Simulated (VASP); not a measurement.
Input:

```
CELL_PARAMETERS angstrom
      5.06603     0.00000     0.00000
      0.00000     5.06603     0.00000
      0.00000     0.00000     5.06603
ATOMIC_POSITIONS crystal
  Ba 0.00000 0.00000 0.00000
  Bi 0.00000 0.50000 0.50000
  Bi 0.50000 0.00000 0.50000
  Bi 0.50000 0.50000 0.00000
```

Level of theory: PBEsol GGA, VASP's PBE PAW potentials (set 64) (plane waves; VASP 6.6.1). Settings: 400 eV cut-off, Gaussian smearing of 0.050 eV, potentials Ba_sv Bi_d.

Unless said otherwise, spin-orbit coupling is left out, though it shifts the bands of the heavy elements here.

### Question
What does the run give for the band gap (along the path) with the smallest direct gap where there is one?

### Answer

```yaml
band gap (along the path): none (metal, semimetal or under 0.01 eV)
```

The absolute energy has meaning only against runs of the same code, potentials and settings.

The structure comes from a computed database's BaBi3 entry (Pm-3m); how it stands against other phases isn't given here. It was relaxed first. The electron count is odd and the run is not spin-polarised, which forces a metal.
